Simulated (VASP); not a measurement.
Here is the system:

```yaml
crystal:
  lattice:
    - [7.14656, 0.00000, 0.00000]
    - [0.00000, 7.14656, 0.00000]
    - [0.00000, 0.00000, 7.14656]
  atoms:
    - { symbol: C, position: [0.49994, 0.99995, 0.00003] }
    - { symbol: C, position: [0.62524, 0.12358, 0.12358] }
    - { symbol: C, position: [0.75003, 0.25002, 0.99921] }
    - { symbol: C, position: [0.87656, 0.37482, 0.12353] }
    - { symbol: C, position: [0.75005, 0.99927, 0.25003] }
    - { symbol: C, position: [0.87655, 0.12356, 0.37487] }
    - { symbol: C, position: [0.99996, 0.00008, 0.00010] }
    - { symbol: C, position: [0.12527, 0.12530, 0.12535] }
    - { symbol: C, position: [0.25004, 0.25022, 0.00109] }
    - { symbol: C, position: [0.37564, 0.37564, 0.12623] }
    - { symbol: C, position: [0.49993, 0.50018, 0.00027] }
    - { symbol: C, position: [0.62453, 0.62457, 0.12600] }
    - { symbol: C, position: [0.74985, 0.75001, 0.00081] }
    - { symbol: C, position: [0.87483, 0.87483, 0.12519] }
    - { symbol: C, position: [0.25007, 0.00104, 0.25029] }
    - { symbol: C, position: [0.37562, 0.12624, 0.37572] }
    - { symbol: C, position: [0.50171, 0.24955, 0.24954] }
    - { symbol: C, position: [0.64198, 0.35868, 0.35851] }
    - { symbol: C, position: [0.75089, 0.49853, 0.24924] }
    - { symbol: C, position: [0.87413, 0.62454, 0.37550] }
    - { symbol: C, position: [0.49992, 0.00027, 0.50016] }
    - { symbol: C, position: [0.62443, 0.12606, 0.62454] }
    - { symbol: C, position: [0.75078, 0.24936, 0.49846] }
    - { symbol: C, position: [0.87402, 0.37557, 0.62449] }
    - { symbol: C, position: [0.74977, 0.00085, 0.74996] }
    - { symbol: C, position: [0.87474, 0.12519, 0.87479] }
    - { symbol: C, position: [0.99993, 0.50003, 0.00003] }
    - { symbol: C, position: [0.12378, 0.62526, 0.12402] }
    - { symbol: C, position: [0.24987, 0.75014, 0.99958] }
    - { symbol: C, position: [0.37477, 0.87642, 0.12392] }
    - { symbol: C, position: [0.00096, 0.25014, 0.25017] }
    - { symbol: C, position: [0.12595, 0.37568, 0.37576] }
    - { symbol: C, position: [0.24971, 0.50152, 0.25001] }
    - { symbol: C, position: [0.36040, 0.64038, 0.36126] }
    - { symbol: C, position: [0.49866, 0.75083, 0.24966] }
    - { symbol: C, position: [0.62446, 0.87441, 0.37554] }
    - { symbol: C, position: [0.99996, 0.99996, 0.50007] }
    - { symbol: C, position: [0.12365, 0.12388, 0.62534] }
    - { symbol: C, position: [0.24956, 0.24989, 0.50166] }
    - { symbol: C, position: [0.35967, 0.36076, 0.64090] }
    - { symbol: C, position: [0.63775, 0.63899, 0.63871] }
    - { symbol: C, position: [0.75021, 0.75057, 0.50120] }
    - { symbol: C, position: [0.87590, 0.87616, 0.62522] }
    - { symbol: C, position: [0.24984, 0.99952, 0.75021] }
    - { symbol: C, position: [0.37472, 0.12385, 0.87651] }
    - { symbol: C, position: [0.49850, 0.24969, 0.75082] }
    - { symbol: C, position: [0.62439, 0.37554, 0.87430] }
    - { symbol: C, position: [0.75008, 0.50128, 0.75043] }
    - { symbol: C, position: [0.87588, 0.62521, 0.87615] }
    - { symbol: C, position: [0.99923, 0.75007, 0.25017] }
    - { symbol: C, position: [0.12364, 0.87648, 0.37494] }
    - { symbol: C, position: [0.99990, 0.50018, 0.50017] }
    - { symbol: C, position: [0.12549, 0.62474, 0.62477] }
    - { symbol: C, position: [0.24905, 0.75112, 0.49901] }
    - { symbol: C, position: [0.37523, 0.87459, 0.62478] }
    - { symbol: C, position: [0.99909, 0.25016, 0.75006] }
    - { symbol: C, position: [0.12351, 0.37487, 0.87659] }
    - { symbol: C, position: [0.24891, 0.49889, 0.75126] }
    - { symbol: C, position: [0.37523, 0.62472, 0.87463] }
    - { symbol: C, position: [0.50090, 0.75093, 0.75091] }
    - { symbol: C, position: [0.62503, 0.87627, 0.87626] }
    - { symbol: C, position: [0.00037, 0.75006, 0.75010] }
    - { symbol: C, position: [0.12498, 0.87492, 0.87501] }
    - { symbol: O, position: [0.49922, 0.50406, 0.50297] }
```

Computed with HSE06 screened hybrid, VASP's PBE PAW potentials (set 64) (plane waves; VASP 6.6.1). Numerical set-up: PREC = Normal, LREAL = Auto, ISYM = 0, EDIFF = 1E-5, 400 eV cut-off, 1×1×1 Γ-centred mesh, Gaussian smearing of 0.050 eV, potentials C O.

The supercell is sampled at Γ alone, which is coarse: total energies, pressure and levels can be off, energies of defects by several tenths of an eV.

Problem. Predict the energy per atom (σ→0), largest force.

Solution. 
* **energy per atom (σ→0)**: -10.353 eV/atom
* **largest force**: 0.368 eV/Å

The cell is a supercell with a defect, built from C (diamond): O_C. The cell's shape comes from a PBE relaxation. The run is not spin-polarised, so no state with unpaired spins was tried.
